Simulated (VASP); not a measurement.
All values below come from AM05 GGA, VASP's PBE PAW potentials (set 64) (plane waves; VASP).

A VASP calculation is set up with these files.

INCAR:
```
# general
SYSTEM  = HfC
PREC    = Accurate
ENCUT   = 520
LREAL   = F
LASPH   = T   # aspherical one-centre terms

# electronic loop
EDIFF   = 1E-7   # SCF stop (eV)
NELM    = 100   # most electronic steps
ALGO    = Normal
LMAXMIX = 6

# smearing
ISMEAR  = 1   # Methfessel-Paxton
SIGMA   = 0.1   # width (eV)

# functional
GGA     = AM   # AM05

# ions
ISIF    = 2   # forces and stress, cell fixed

# output
LWAVE   = F
LCHARG  = F
```

**POSCAR**
```
HfC
3.3163630
  0.0000000000   0.7071068643   0.7071068643
  0.7071068643   0.0000000000   0.7071068643
  0.7071068643   0.7071068643   0.0000000000
Hf C
1 1
Cart
  0.0000000000   0.0000000000   0.0000000000
  0.7071068643   0.7071068643   0.7071068643
```

**KPOINTS**
```
Automatic mesh
0
Gamma
14 14 14
0 0 0
```

POTCAR, in this order: Hf_pv C (PBE.64 set). Program: vasp_std.

Unless said otherwise, spin-orbit coupling is left out, though it shifts the bands of the heavy elements here.

**Question.** What does the run give for the energy per atom (σ→0), pressure, band gap (on the k-mesh)?

**Answer.** 
```json
{
 "energy per atom (σ→0)": "-10.835 eV/atom",
 "band gap (on the k-mesh)": "none (metal, semimetal or under 0.01 eV)",
 "pressure": "-13.38 GPa"
}
```

### OSZICAR
```
...
DAV:   8    -0.216755976769E+02    0.12728E-01   -0.63986E-02  2531   0.243E+00    0.489E+00
DAV:   9    -0.216699118598E+02    0.56858E-02   -0.27401E-02  2560   0.102E+00    0.183E+00
DAV:  10    -0.216696094228E+02    0.30244E-03   -0.11669E-03  2728   0.282E-01    0.244E-01
DAV:  11    -0.216696057761E+02    0.36467E-05   -0.12327E-04  2710   0.851E-02    0.483E-02
DAV:  12    -0.216696041743E+02    0.16018E-05   -0.65090E-06  2700   0.214E-02    0.492E-02
DAV:  13    -0.216696039427E+02    0.23163E-06   -0.32427E-07  2542   0.585E-03    0.199E-03
DAV:  14    -0.216696039467E+02   -0.40257E-08   -0.41480E-09  1321   0.652E-04
   1 F= -.21669604E+02 E0= -.21669556E+02  d E =-.144654E-03
```

The compound is HfC in the rock salt structure. This cell is one point of a volume scan, at 1.06 of the reference volume.
